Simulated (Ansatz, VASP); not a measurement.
# TaSb: VASP beside Ansatz

Aim: how closely do two programs agree when they are given the same cell, functional and k mesh? The cell is generated by rule, not measured, and may not be a known phase. The structure shown is the end of the Ansatz relaxation below.

Method: plane waves, with VASP 6.6.1 beside it; single point at PBE, in Ansatz 0.2.0.

## 1. The starting structure

Symmetry: P-6m2, No. 187, hexagonal system. Conventional cell: a = 3.541 Å, b = 3.541 Å, c = 3.800 Å, α = 90.00°, β = 90.00°, γ = 120.00°. Ta has 6 Sb at 2.79 Å nearest. Nearest to Sb lie 6 Ta at 2.79 Å. Farther neighbours are not listed.

## 2. Ansatz: relaxation, PBE

Ansatz runs on its default PAW (the set named soft_2) files.

This run makes the geometry at which the two programs are then compared.

Input file input.yaml:

```yaml
crystal:
  lattice:
    - [3.5594189823, 0.0, 0.0]
    - [-1.7797094911, 3.0825472614, 0.0]
    - [0.0, 0.0, 3.7614411998]
  atoms:
    - { symbol: Ta, position: [0.3333333333, 0.6666666667, 0.5] }
    - { symbol: Sb, position: [0.0, 0.0, 0.0] }
kpoints:
  mp_grid: { grid: [15, 15, 12] }
hamiltonian:
  xc: pbe
scf:
  occupations: { method: methfessel_paxton, width: 0.15 }
output:
  forces: true
  stress: true
  eigenvalues: true
relax:
  adjacent_minimum: "off"
  f_tol: 0.001
  max_steps: 60
  cell: { stress_tol: 0.01, fix: [volume] }
```

Command:

```bash
$ ansatz run input.yaml --threads 4 --pin off --max-ram 8192MiB --backend cpu --events-out ev --progress --plain --runs-dir out
```

Numbers of over 12 decimals in the logs are rounded to 6 here.

The log of the run:

```text
Engine: ansatz 0.2.0, x86_64-unknown-linux-gnu
Pseudopotentials: kind: paw
Pseudopotential: Ta, paw, valence charge 13, recommended cutoff 420 eV (normal), Ta.paw.azcp
Pseudopotential: Sb, paw, valence charge 15, recommended cutoff 420 eV (normal), Sb.paw.azcp
Functional definition: PBE
  parameter kappa = 0.804
  parameter beta = 0.066725
  exchange = pbe_x(kappa = kappa, mu = beta*pi^2/3)
  correlation = pbe_c(beta = beta)
Crystal: 2 atoms, lattice volume = 41.271 Å³
Basis set: ecut = 420 eV, 787 PW (Γ), exchange–correlation on 48×48×54 points (8 copies of the dense FFT grid, shifted against one another)
Bands: 18, of which v1, the nominal top of the filled ones, is band 14 counted from 1 (13 counted from 0)
Symmetry: 12 space group operations
Space group: P-6m2 (ITA 187), of the structure as read, at distance tolerance 3.5e-5 Å
k-points: 189 of 2700 (time reversal used)
Non-local potential: Ta, projectors of the file, l = 0: 3, l = 1: 2, l = 2: 2, l = 3: 1
Non-local potential: Sb, projectors of the file, l = 0: 2, l = 1: 2, l = 2: 2, l = 3: 2
PAW form: soft (Blöchl's): semilocal exchange-correlation on the pseudo side does not see the compensation charge
PAW one-centre angular grid: Ta, 590 points (default); XC on 64 Gauss nodes
PAW one-centre angular grid: Sb, 590 points (default); XC on 64 Gauss nodes
Initial density: superposition of atomic densities (neutral atoms: chi_scale 0, normalization atom), corrected by the library's trained network
Initial wavefunctions: pseudopotential atomic-orbital guess
Functional: x = pbe(κ = 0.804, μ = 0.219515), c = pbe(β = 0.066725)
SCF iter   1: F=—  HF=-16416.589621 eV  |F-HF|=—  |Δ(HF+E_count)|=         —  Δρ=5.79e-3  dr2=1.55e-2  ethr=1.77e-3  ⟨swp⟩=5.4  Hψ=17756  notcnv=0
preconditioner: auto → none  [metal: Δε(μ)=0.037 eV  Ē_g=7.143 eV  σ=0.150 eV  W_gap=0.21  n_scr=8 (ndim 8)  ℏωp=18.3 eV  f_vac=0.000  D(μ)=0.28/eV (n_scr^D=0)  sad-step TF]
SCF iter   2: F=—  HF=-16416.589633 eV  |F-HF|=—  |Δ(HF+E_count)|=   1.21e-5  S|Δr|=    0.00e0  Δρ=3.85e-3  dr2=8.43e-3  ethr=5.52e-5  ⟨swp⟩=1.0  Hψ=4914  notcnv=0
SCF iter   3: F=—  HF=-16416.588340 eV  |F-HF|=—  |Δ(HF+E_count)|=   1.29e-3  S|Δr|=    0.00e0  Δρ=4.90e-4  dr2=3.75e-5  ethr=3.01e-5  ⟨swp⟩=2.0  Hψ=4266  notcnv=0
SCF iter   4: F=—  HF=-16416.588371 eV  |F-HF|=—  |Δ(HF+E_count)|=   3.06e-5  S|Δr|=    0.00e0  Δρ=1.13e-4  dr2=4.06e-6  ethr=1.34e-7  ⟨swp⟩=2.1  Hψ=5582  notcnv=0
SCF iter   5: F=-16416.588370 eV  HF=-16416.588370 eV  |F-HF|=6.16e-8  |Δ(HF+E_count)|=   1.29e-6  S|Δr|=    0.00e0  Δρ=2.08e-5  dr2=7.83e-8  ethr=3.57e-10  ⟨swp⟩=5.0  Hψ=18611  notcnv=0
SCF 1 converged in 5 iterations: F = -16416.588370 eV  dr2 = 7.83e-8
  greatest PAW one-centre occupation: 0.999 electrons in one spin orbital (limit 2), on the Ta atom at site 0 (counted from 0), in its partial waves of l = 0
relax step   1: F+E_penalty+E_count = -16416.58836975 eV  Δ(F+E_penalty+E_count) = +0.000e0 eV  max|allowed force component| = 9.252e-18 eV/Å  Δτ_max = 0.0000 Å  P = +4.538 GPa  Ω = 41.271 Å³  fix = [volume]  reactions: volume +4.538 GPa  (5 SCF iters, dr2 threshold 1.00e-7 eV, accepted)
[...]
relax step   2: F+E_penalty+E_count = -16416.58964487 eV  Δ(F+E_penalty+E_count) = -1.275e-3 eV  max|allowed force component| = 9.252e-18 eV/Å  Δτ_max = 0.0000 Å  P = +3.758 GPa  Ω = 41.271 Å³  energy of the carried Pulay correction = -8.494e-6 eV  fix = [volume]  reactions: volume +3.758 GPa  (4 SCF iters, dr2 threshold 2.00e-7 eV, accepted)
[...]
relax step   3: F+E_penalty+E_count = -16416.59026508 eV  Δ(F+E_penalty+E_count) = -6.202e-4 eV  max|allowed force component| = 1.850e-17 eV/Å  Δτ_max = 0.0000 Å  P = +4.039 GPa  Ω = 41.271 Å³  energy of the carried Pulay correction = -5.400e-6 eV  fix = [volume]  reactions: volume +4.039 GPa  (4 SCF iters, dr2 threshold 2.00e-7 eV, accepted)
[...]
relax step   4: F+E_penalty+E_count = -16416.59027662 eV  Δ(F+E_penalty+E_count) = -1.154e-5 eV  max|allowed force component| = 1.850e-17 eV/Å  Δτ_max = 0.0000 Å  P = +4.038 GPa  Ω = 41.271 Å³  fix = [volume]  reactions: volume +4.038 GPa  stress off target by 3.96e-3 GPa on what of the cell is left free  SCF on the basis re-selected at this cell (its energy is not comparable with the rows above)  (5 SCF iters)
basis re-selected at this cell: Δ(F+E_penalty+E_count) = -1.154e-5 eV, ΔP = -0.001 GPa vs the last step (what re-selecting the basis moved, of the pressure what is left beyond the Pulay correction that the steps carried, after the strain that the cell walked since its last selection, with what the two solves' SCF thresholds leave and, on support functions, any second-order correction that the steps lacked; it is no m [...]
SCF converged after 5 iterations
Stability not checked: this state was not tested for a lower state beside it, because cold or Methfessel-Paxton smearing, or corrected tetrahedra, fill the levels in a way that the test cannot read (fill_not_monotonic; see scf.lower_state_search)
Free energy (F): -16416.590277 eV
Harris-Foulkes:  -16416.590277 eV  (|F-HF|=0.00e0)
Internal energy: -16416.590550 eV  (E = F + TS)
E sigma→0 (E₀):  -16416.590345 eV
Entropy (-TS):   0.000273 eV (0.137 meV/atom)
Fermi energy:    16.214691 eV
--- Per-component energies (eV) ---
  E_band       = -223.190073
  E_kinetic    = 576.361996
  E_local      = -1938.829624  (includes V_loc(G=0)·N_el)
  E_nonlocal   = 379.304717
  E_hartree    = 837.415718
  E_xc         = -358.007801
  E_vxc        = -302.007460  (∫ρ·V_xc dr)
  E_paw        = -12975.053764  (= ΣΔE_a)
  E_vpaw       = -612.851290  (= ΣTr[D̂ρ^β])
  E_aug_tail   = 0.000146  (compensation charges beyond the density's cutoff)
  E_ewald      = -2937.781937
  E_smearing   = 0.000273  (= −TS)
  E_closure    = 0.000000  (closes the sum)
  Σ components = -16416.590277   (vs F -16416.590277, Δ=0.00e0)
--- Forces (eV/Å), atoms counted from 1 ---
  atom   1  Ta     0.00000000     0.00000000     0.00000000
  atom   2  Sb     0.00000000     0.00000000     0.00000000
  max |Σ_I F_I| component: 7.40e-17 eV/Å
--- Stress (GPa, compression-positive) ---
        4.036156       0.000000      -0.000000
        0.000000       4.036156      -0.000000
       -0.000000      -0.000000       4.042100
  P = ⅓ Tr σ = 4.0381 GPa (40.381 kbar)
--- Band table (eV; the first three rows and the last of 189) ---
  k-point 0: bands = [... 10 lower, 13.4868, 14.7212, 14.7212, 15.1587, 17.3613, 17.3613, 21.2012, 21.2012]
  k-point 1: bands = [... 10 lower, 13.0662, 14.7658, 14.7658, 15.3372, 17.2337, 17.2337, 21.3040, 21.3040]
  k-point 2: bands = [... 10 lower, 12.1338, 14.8931, 14.8931, 15.6975, 16.9310, 16.9310, 21.4413, 21.4413]
  k-point 188: bands = [... 10 lower, 11.0933, 11.8646, 13.1259, 15.4011, 17.5781, 18.4358, 20.0147, 20.7602]
--- Relaxed structure (3 steps of the walk, 3 accepted, 1 SCFs on fresh bases) ---
  F+E_penalty+E_count = -16416.59027662 eV   max|allowed force component| = 1.850e-17 eV/Å   (the final SCF, on the basis selected at the relaxed cell)
  cell:  # Å, volume = 41.2708 Å³
    - [3.541477, -2.8722074108358237e-11, 0.0]
    - [-1.770738, 3.067009, 0.0]
    - [0.0, 0.0, 3.799651]
  atoms:
    - { symbol: Ta, position: [0.333333, 0.666667, 0.500000] }
    - { symbol: Sb, position: [0.0, -2.7755575615628907e-17, 0.0] }
```

The column dr2 measures how far the density is from self-consistency, as an energy; F and HF (Harris–Foulkes) agree once it is small.

## 3. VASP: single point, PBE, pair 1

The same cell, functional, mesh and smearing now go to VASP, with its own data sets.

Lines of VASP's logs that name or quote its potential files are left out, and so is its time.

Input file INCAR:

```
SYSTEM = TaSb
PREC = Accurate
ENCUT = 500
EDIFF = 1E-06
NELM = 120
ISMEAR = 1
SIGMA = 0.15
LREAL = .FALSE.
ALGO = Normal
GGA = PE
NBANDS = 14
LASPH = .TRUE.
LORBIT = 11
LWAVE = .FALSE.
LCHARG = .FALSE.
ISIF = 2
GGA_COMPAT = .FALSE.
KPAR = 2
```

Input file POSCAR:

```
TaSb
1.0
    3.5414767295      0.0000000000      0.0000000000
   -1.7707383647      3.0670088147      0.0000000000
    0.0000000000      0.0000000000      3.7996510732
Ta Sb
1 1
Direct
    0.3333333333      0.6666666667      0.5000000000
    0.0000000000      0.0000000000      0.0000000000
```

Input file KPOINTS:

```
Automatic mesh
0
Gamma
15 15 12
0 0 0
```

PAW data sets: Ta_pv and Sb (PBE family, release 64).

Command:

```bash
$ mpirun -np 2 vasp_std
```

The log of the run:

```text
[banner, memory and clock lines left out]
running    2 mpi-ranks, on    1 nodes
 distrk:  each k-point on    1 cores,    2 groups
 distr:  one band on    1 cores,    1 groups

 POSCAR found type information on POSCAR TaSb
 POSCAR found :  2 types and       2 ions
 LDA part: xc-table for (Slater+PW92), standard interpolation
 POSCAR, INCAR and KPOINTS ok, starting setup
 FFT: planning ... GRIDC
 FFT: planning ... GRID_SOFT
 FFT: planning ... GRID
 WAVECAR not read
 entering main loop
       N       E                     dE             d eps       ncg     rms          rms(c)
DAV:   1     0.872664188196E+02    0.87266E+02   -0.77414E+03  5300   0.993E+02
DAV:   2    -0.139817683833E+02   -0.10125E+03   -0.96646E+02  6882   0.261E+02
DAV:   3    -0.164819909348E+02   -0.25002E+01   -0.24643E+01  6366   0.387E+01
DAV:   4    -0.165061748338E+02   -0.24184E-01   -0.24176E-01  6198   0.436E+00
DAV:   5    -0.165066028166E+02   -0.42798E-03   -0.42798E-03  6344   0.582E-01    0.127E+01
DAV:   6    -0.158467015197E+02    0.65990E+00   -0.11860E+00  5856   0.964E+00    0.524E+00
DAV:   7    -0.158057487438E+02    0.40953E-01   -0.11904E-01  6480   0.272E+00    0.229E+00
DAV:   8    -0.157969957697E+02    0.87530E-02   -0.15363E-02  5598   0.803E-01    0.153E-01
DAV:   9    -0.157968059067E+02    0.18986E-03   -0.12340E-03  5880   0.240E-01    0.815E-02
DAV:  10    -0.157968171496E+02   -0.11243E-04   -0.12479E-04  6522   0.107E-01    0.231E-02
DAV:  11    -0.157968167759E+02    0.37368E-06   -0.64964E-06  5748   0.230E-02
   1 F= -.15796817E+02 E0= -.15796897E+02  d E =0.242047E-03
```

From OUTCAR (step 3):

```text
ion  position               nearest neighbor table
   1  0.333  0.667  0.500-   2 2.79   2 2.79   2 2.79   2 2.79   2 2.79   2 2.79
   2  0.000  0.000  0.000-   1 2.79   1 2.79   1 2.79   1 2.79   1 2.79   1 2.79

  LATTYP: Found a hexagonal cell.
 ALAT       =     3.5414767295
 C/A-ratio  =     1.0729001949

 Subroutine GETGRP returns: Found 12 space group operations
 (whereof 12 operations were pure point group operations)

The static configuration has the point symmetry D_3h.

 Found    189 irreducible k-points:

   k-points           NKPTS =    189   k-points in BZ     NKDIM =    189   number of bands    NBANDS=     14

   dimension x,y,z NGX =    28 NGY =   28 NGZ =   28
   dimension x,y,z NGXF=    56 NGYF=   56 NGZF=   56

   ENCUT  =  500.0 eV  36.75 Ry    6.06 a.u.   6.46  6.46  6.93*2*pi/ulx,y,z

   NELECT =      16.0000    total number of electrons

 k-points in reciprocal lattice and weights: Automatic mesh
   0.00000000  0.00000000  0.00000000       0.000
   0.06666667  0.00000000  0.00000000       0.002
   0.13333333 -0.00000000  0.00000000       0.002
   0.20000000 -0.00000000  0.00000000       0.002
   0.26666667 -0.00000000  0.00000000       0.002
   0.33333333  0.00000000  0.00000000       0.002
   0.40000000  0.00000000  0.00000000       0.002
   0.46666667 -0.00000000  0.00000000       0.002
   0.06666667  0.06666667  0.00000000       0.002
[...]
0.33333333  0.26666667  0.50000000       0.004
   0.33333333  0.33333333  0.50000000       0.001

 average (electrostatic) potential at core
       1 -34.8062       2 -84.0485

 E-fermi :   8.4309

 k-point     1 :       0.0000    0.0000    0.0000
  band No.  band energies     occupation
    ...
      4      -4.1577      2.00000
      5       5.6905      2.00000
      6       6.9392      2.00000
      7       6.9392      2.00000
      8       7.3889      2.00000
      9       9.5685     -0.00000
     10       9.5685     -0.00000
     11      13.4336      0.00000
     12      13.4336      0.00000
     13      13.4657      0.00000
    ...

 k-point     2 :       0.0667    0.0000    0.0000
  band No.  band energies     occupation
    ...
      4      -4.0810      2.00000
      5       5.7332      2.00000
      6       6.7569      2.00000
      7       6.9957      2.00000
      8       7.1998      2.00000
      9       9.5500     -0.00000
     10       9.8352     -0.00000
     11      12.5174      0.00000
     12      13.2250      0.00000
     13      14.2156      0.00000
    ...

 k-point     3 :       0.1333   -0.0000    0.0000
  band No.  band energies     occupation
    ...
      4      -3.8540      2.00000
      5       5.7555      2.00000
      6       6.3624      2.00000
      7       6.8061      2.00000
      8       7.1587      2.00000
      9       9.4984     -0.00000
     10      10.4508     -0.00000
     11      11.5294      0.00000
     12      12.7469      0.00000
     13      14.5809      0.00000
    ...

  Total        1.0400307      1.0400307      1.0735793      0.0000000      0.0000000      0.0000000
  in kB       40.3750978     40.3750978     41.6774919      0.0000000      0.0000000      0.0000000
  external PRESSURE =      40.8092292 kB  Pullay stress =       0.0000000 kB

  energy-cutoff  :      500.00
  volume of cell :       41.27
      direct lattice vectors                 reciprocal lattice vectors
     3.541476729  0.000000000  0.000000000     0.282368084  0.163025290  0.000000000
    -1.770738365  3.067008815  0.000000000     0.000000000  0.326050579  0.000000000
     0.000000000  0.000000000  3.799651073     0.000000000  0.000000000  0.263182061

 POSITION                                       TOTAL-FORCE (eV/Angst)
 -----------------------------------------------------------------------------------
     -0.00000      2.04467      1.89983        -0.000000      0.000000      0.000000
      0.00000      0.00000      0.00000         0.000000     -0.000000      0.000000
 -----------------------------------------------------------------------------------
    total drift:                                0.000000     -0.000000     -0.000000

  FREE ENERGIE OF THE ION-ELECTRON SYSTEM (eV)
  ---------------------------------------------------
  free  energy   TOTEN  =       -15.7968167759 eV

  energy  without entropy=      -15.7970588229  energy(sigma->0) =      -15.79689746

 total charge
# of ion       s       p       d       tot
------------------------------------------
    1        0.268   6.124   2.403   8.795
    2        1.095   1.441   0.076   2.612
--------------------------------------------------
tot          1.363   7.565   2.480  11.407

[... 3 further parts left out ...]
```

The run ends at a pressure of 4.08 GPa.

## 4. Comparison

Known differences besides the potentials themselves: the data sets hold 28 valence electrons in Ansatz (on its default PAW (the set named soft_2) files) and 16 in VASP; the cutoff is 420 eV in Ansatz and 500 eV in VASP; Ansatz's pressure holds a Pulay correction, VASP's none. Total energies have different zeros and are not compared.

The two programs side by side:

```
      quantity  Ansatz  VASP  difference
pressure (GPa)    4.04  4.08       -0.04
```

## 5. Ansatz: relaxation, PBE

This run makes the geometry at which the two programs are then compared. The cell compared in this pair holds 41.91 Å³, against 41.27 Å³ for the pair before.

The structure compared here is the end of the Ansatz relaxation.

input.yaml, the sections that differ from step 2:

```yaml
crystal:
  lattice:
    - [3.5776727322, 0.0, 0.0]
    - [-1.7888363661, 3.0983554725, 0.0]
    - [0.0, 0.0, 3.7807309792]
  atoms:
    - { symbol: Ta, position: [0.3333333333, 0.6666666667, 0.5] }
    - { symbol: Sb, position: [0.0, 0.0, 0.0] }
output:
  forces: true
  stress: true
  eigenvalues: true
  write_density: true
  write_potential: true
  elf: true
  volumetric_format: npy
# kpoints, hamiltonian, scf, relax: as in step 2
```

Command:

```bash
$ ansatz run input.yaml --threads 4 --pin off --max-ram 8192MiB --backend cpu --events-out ev --progress --plain --runs-dir out
```

The log of the run:

```text
[...]
Crystal: 2 atoms, lattice volume = 41.909 Å³
Basis set: ecut = 420 eV, 799 PW (Γ), exchange–correlation on 48×48×54 points (8 copies of the dense FFT grid, shifted against one another)
Bands: 18, of which v1, the nominal top of the filled ones, is band 14 counted from 1 (13 counted from 0)
Symmetry: 12 space group operations
[...]
k-points: 189 of 2700 (time reversal used)
[...]
k-point 188: bands = [... 10 lower, 10.8796, 11.5880, 12.8733, 15.1377, 17.2702, 18.0646, 19.6100, 20.3481]
--- Relaxed structure (3 steps of the walk, 3 accepted, 1 SCFs on fresh bases) ---
[...]
cell:  # Å, volume = 41.9090 Å³
    - [3.568797, 0, 0]
    - [-1.784399, 3.090669, 1.4257730154834648e-19]
    - [0, 1.7397823641538934e-19, 3.799559]
  atoms:
    - { symbol: Ta, position: [0.333333, 0.666667, 0.5] }
    - { symbol: Sb, position: [0, -2.7755575615628907e-17, 0] }
[key lines of the parts left out:]
SCF converged after 4 iterations
Free energy (F): -16416.602134 eV
Fermi energy:    15.909437 eV
P = ⅓ Tr σ = 1.9423 GPa (19.423 kbar)
```

## 6. VASP: single point, PBE, pair 2

The same cell, functional, mesh and smearing now go to VASP, with its own data sets.

INCAR is that of step 3.

Input file POSCAR:

```
TaSb
1.0
    3.5687974703      0.0000000000      0.0000000000
   -1.7843987351      3.0906692702      0.0000000000
    0.0000000000      0.0000000000      3.7995590029
Ta Sb
1 1
Direct
    0.3333333333      0.6666666667      0.5000000000
    0.0000000000      0.0000000000      0.0000000000
```

KPOINTS is that of step 3.

Command:

```bash
$ mpirun -np 2 vasp_std
```

The log of the run:

```text
[... set-up lines as in an earlier step ...]
 entering main loop
       N       E                     dE             d eps       ncg     rms          rms(c)
DAV:   1     0.888865307994E+02    0.88887E+02   -0.78502E+03  5316   0.100E+03
DAV:   2    -0.138562346505E+02   -0.10274E+03   -0.97997E+02  6870   0.259E+02
DAV:   3    -0.165151429996E+02   -0.26589E+01   -0.26113E+01  6378   0.394E+01
DAV:   4    -0.165419237004E+02   -0.26781E-01   -0.26771E-01  6144   0.452E+00
[...]
DAV:   9    -0.158089024564E+02    0.16812E-03   -0.11707E-03  5988   0.234E-01    0.783E-02
DAV:  10    -0.158089178199E+02   -0.15364E-04   -0.11827E-04  6492   0.103E-01    0.220E-02
DAV:  11    -0.158089176107E+02    0.20920E-06   -0.54742E-06  5736   0.207E-02
   1 F= -.15808918E+02 E0= -.15809030E+02  d E =0.337422E-03
```

[end of part 1 of 2]

[Lines on the potential files, build, host, timing and source positions are cut from VASP's logs without a mark.]

[Logs are printed without paths, hosts, clocks, repeated set-up lines and the standing remarks that a program may print on its own settings, such as how far it seeks lower states.]

[Hosts, paths, dates, database ids (printed as entryN), source tags and the programs' standing remarks are cut or masked in the printed files.]
